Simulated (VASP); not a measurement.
Given:

```yaml
crystal:
  lattice:
    - [0.00000, 1.80381, 1.80381]
    - [1.80381, 0.00000, 1.80381]
    - [1.80381, 1.80381, 0.00000]
  atoms:
    - { symbol: B, position: [0.00000, 0.00000, 0.00000] }
    - { symbol: N, position: [0.25000, 0.25000, 0.25000] }
```

These are PBE GGA with D4 dispersion, VASP's PBE PAW potentials (set 64) (plane waves; VASP) values and carry that method's errors. Settings: 520 eV cut-off, 14×14×14 Γ-centred mesh, tetrahedra with Blöchl corrections, potentials B N.

### Question
The job: BN (zinc blende), 2 atoms, PBE-D4, static run, 520 eV, 14×14×14 Γ-centred mesh. Roughly how much core time does it take on a busy server core?

### Answer
About 20 core-seconds (one run on a shared machine, a rough figure). It had 104 irreducible k-points, 8 bands, up to 332 plane waves and 13 electronic steps.

The compound is BN in the zinc blende structure. It was relaxed first.
